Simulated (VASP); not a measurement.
# Be2Sn (Fm-3m) in VASP: reference runs

Aim: a first look at Be2Sn with PBE, on the cell as given.

All numbers are computed with VASP 6.6.1; they aren't measurements. Logs are shortened: lines on timing, memory, paths and dates and some standing lists are left out, and cuts for length are marked.

## (1) Starting point

Symmetry: Fm-3m, No. 225, cubic system. Conventional cell: a = 5.811 Å, b = 5.811 Å, c = 5.811 Å, α = 90.00°, β = 90.00°, γ = 90.00°. Be (site symmetry -43m) is surrounded by 4 Sn at 2.52 Å. Sn (site symmetry m-3m) has 8 Be at 2.52 Å as nearest neighbours.

The cell was built by a generator and needn't be a form met in nature.

## (2) Single point, PBE

The input, INCAR:

```
SYSTEM = Be2Sn
  PREC = Accurate
  ENCUT = 520
  EDIFF = 1E-7
  ISMEAR = -1
  SIGMA = 0.05
  LREAL = .FALSE.
  LASPH = .TRUE.
  NELM = 80
  ALGO = Normal
  ISIF = 2
  LWAVE = .FALSE.
  LCHARG = .FALSE.
  GGA = PE
  NBANDS = 16
```

The input, KPOINTS:

```
Automatic mesh
0
G
  8 8 8
  0 0 0
```

The input, POSCAR:

```
Be2Sn
1.0
    0.0000000000      2.9056000000      2.9056000000
    2.9056000000      0.0000000000      2.9056000000
    2.9056000000      2.9056000000      0.0000000000
Be Sn
2 1
Direct
    0.2500000000      0.2500000000      0.2500000000
    0.7500000000      0.7500000000      0.7500000000
    0.0000000000      0.0000000000      0.0000000000
```

Potentials or basis: VASP PAW PBE potentials, release 64 (Be, Sn_d).

Command:

```sh
cat potpaw_PBE.64/Be/POTCAR potpaw_PBE.64/Sn_d/POTCAR > POTCAR
mpirun -np 1 vasp_std > vasp.out
```

OUTCAR:

```text
SYSTEM = Be2Sn
   PREC = Accurate
   ENCUT = 520
   EDIFF = 1E-7
   ISMEAR = -1
   LREAL = .FALSE.
   LASPH = .TRUE.
   NELM = 80
   ISIF = 2
   GGA = PE

 ion  position               nearest neighbor table
   1  0.250  0.250  0.250-   3 2.52   3 2.52   3 2.52   3 2.52
   2  0.750  0.750  0.750-   3 2.52   3 2.52   3 2.52   3 2.52
   3  0.000  0.000  0.000-   2 2.52   2 2.52   2 2.52   1 2.52   2 2.52   1 2.52   1 2.52   1 2.52

  LATTYP: Found a face centered cubic cell.
 ALAT       =     5.8112000000

  Lattice vectors:

 A1 = (   0.0000000000,   2.9056000000,   2.9056000000)
 A2 = (   2.9056000000,   0.0000000000,   2.9056000000)
 A3 = (   2.9056000000,   2.9056000000,   0.0000000000)

Analysis of symmetry for initial positions (statically):
=====================================================================
 Subroutine PRICEL returns:
 Original cell was already a primitive cell.

 Routine SETGRP: Setting up the symmetry group for a
 face centered cubic supercell.

 Subroutine GETGRP returns: Found 48 space group operations
 (whereof 48 operations were pure point group operations)
 out of a pool of 48 trial point group operations.

The static configuration has the point symmetry O_h .

Analysis of symmetry for dynamics (positions and initial velocities):
=====================================================================
 Subroutine PRICEL returns:
 Original cell was already a primitive cell.

 Routine SETGRP: Setting up the symmetry group for a
 face centered cubic supercell.

 Subroutine GETGRP returns: Found 48 space group operations
 (whereof 48 operations were pure point group operations)
 out of a pool of 48 trial point group operations.

The dynamic configuration has the point symmetry O_h .

 Subroutine INISYM returns: Found 48 space group operations
 (whereof 48 operations are pure point group operations),
 and found     1 'primitive' translations

----------------------------------------------------------------------------------------

                                     Primitive cell

  volume of cell :      49.0611

  direct lattice vectors                    reciprocal lattice vectors
     0.000000000  2.905600000  2.905600000    -0.172081498  0.172081498  0.172081498
     2.905600000  0.000000000  2.905600000     0.172081498 -0.172081498  0.172081498
     2.905600000  2.905600000  0.000000000     0.172081498  0.172081498 -0.172081498

  length of vectors
[... 85 lines left out ...]
   LREAL  =      F    real-space projection
   EDIFFG = 0.1E-05   stopping-criterion for IOM
   NSW    =      0    number of steps for IOM
   IBRION =     -1    ionic relax: 0-MD 1-quasi-New 2-CG
   NFREE  =      0    steps in history (QN), initial steepest desc. (CG)
   ISIF   =      2    stress and relaxation
   ISYM   =      2    0-nonsym 1-usesym 2-fastsym
   POTIM  = 0.5000    time-step for ionic-motion
   TEBEG  =    0.0;   TEEND  =   0.0 temperature during run
   PSTRESS=    0.0 pullay stress
   NELECT =      18.0000    total number of electrons
   NUPDOWN=      -1.0000    fix difference up-down
   EMIN   =  10.00;   EMAX   =-10.00  energy-range for DOS
   EFERMI =   0.00;   METHOD = LEGACY
   ISMEAR =    -1;   SIGMA  =   0.05  broadening in eV -4-tet -1-fermi 0-gaus
   EFERMI_NEDOS =   21; number of points for ismear=-14 and -15
   IALGO  =     38    algorithm
   IMIX   =      4    mixing-type and parameters
     AMIX     =   0.40;   BMIX     =  1.00
     AMIX_MAG =   1.60;   BMIX_MAG =  1.00
  volume/ion in A,a.u.               =      16.35       110.36
  Fermi-wavevector in a.u.,A,eV,Ry     =   1.171979  2.214719 18.688076  1.373535
  Thomas-Fermi vector in A             =   2.308415
   LORBIT       =      0    0 simple, 1 ext, 2 COOP (PROOUT), +10 PAW based schemes
   GGA     = PE    functional components
   LHFCALC =     F    Hartree Fock is set to
   AEXX    =    0.0000 exact exchange contribution
   IVDW    =     0    specifies the selected vdW correction
   LEPSILON=     F    determine dielectric tensor
   LRPA    =     F    only Hartree local field effects (RPA)
 non-spin polarized calculation
  energy-cutoff  :      520.00
  volume of cell :       49.06
 maximum number of plane-waves:      1363
   NGX = 15   NGY = 15   NGZ = 15

 number of electron      17.9999993 magnetization

 Free energy of the ion-electron system (eV)
  ---------------------------------------------------
  ext. energy  EPLUGINS =         0.00000000
  ---------------------------------------------------
  free energy    TOTEN  =        -9.72403464 eV

  energy without entropy =       -9.71789724  energy(sigma->0) =       -9.72096594

 E-fermi :   6.7861     XC(G=0):  -9.8414

 val. band max:        6.7667613410   @ k =   0.5000   0.3750   0.0000
 cond. band min:       6.8176681171   @ k =   0.2500   0.2500   0.0000
 fundamental gap:      0.0509067761
 Fermi energy:         6.7861297308

 k-point     1 :       0.0000    0.0000    0.0000
  band No.  band energies     occupation
      1     -14.7663      2.00000
      2     -14.7663      2.00000
      3     -14.7663      2.00000
      4     -14.6789      2.00000
      5     -14.6789      2.00000
      6      -4.3690      2.00000
[... 433 lines left out ...]
      3     -14.7358      2.00000
      4     -14.6812      2.00000
      5     -14.6738      2.00000
      6      -1.8926      2.00000
[... 8 lines left out ...]
     15      13.4516      0.00000
     16      16.4879      0.00000

 [... further k-points ...]

------------------------ aborting loop because EDIFF is reached ----------------------------------------

  FORCE on cell =-STRESS in cart. coord.  units (eV):
  Direction    XX          YY          ZZ          XY          YZ          ZX
  --------------------------------------------------------------------------------------
  -------------------------------------------------------------------------------------
  Total        0.0321420      0.0321420      0.0321420     -0.0000000     -0.0000000      0.0000000
  in kB        1.0496521      1.0496521      1.0496521     -0.0000000     -0.0000000      0.0000000
  external PRESSURE =       1.0496521 kB  Pullay stress =       0.0000000 kB

 VOLUME and BASIS-vectors are now :
 -----------------------------------------------------------------------------
  energy-cutoff  :      520.00
  volume of cell :       49.06
      direct lattice vectors                 reciprocal lattice vectors
     0.000000000  2.905600000  2.905600000    -0.172081498  0.172081498  0.172081498
     2.905600000  0.000000000  2.905600000     0.172081498 -0.172081498  0.172081498
     2.905600000  2.905600000  0.000000000     0.172081498  0.172081498 -0.172081498

 POSITION                                       TOTAL-FORCE (eV/Angst)
 -----------------------------------------------------------------------------------
      1.45280      1.45280      1.45280        -0.000000      0.000000     -0.000000
      4.35840      4.35840      4.35840         0.000000     -0.000000      0.000000
      0.00000      0.00000      0.00000         0.000000     -0.000000      0.000000
 -----------------------------------------------------------------------------------
    total drift:                                0.000000     -0.000000      0.000000

  FREE ENERGIE OF THE ION-ELECTRON SYSTEM (eV)
  ---------------------------------------------------
  free  energy   TOTEN  =        -9.7240346361 eV

  energy  without entropy=       -9.7178972377  energy(sigma->0) =       -9.72096594
```

stdout:

```text
POSCAR found type information on POSCAR BeSn
 POSCAR found :  2 types and       3 ions
 scaLAPACK will be used
 LDA part: xc-table for (Slater+PW92), standard interpolation
 POSCAR, INCAR and KPOINTS ok, starting setup
 FFT: planning ... GRIDC
 FFT: planning ... GRID_SOFT
 FFT: planning ... GRID
 WAVECAR not read
 entering main loop
```

Wall time 8.3 s (1 thread of Intel Xeon 6975P-C (Granite Rapids), shared host); peak memory 0.17 GiB.

What came out:

| Quantity | Value |
| --- | --- |
| Free energy | -9.7240 eV |
| Pressure | 0.1 GPa |
| Band gap on the k mesh | none (metal or under the smearing width) |
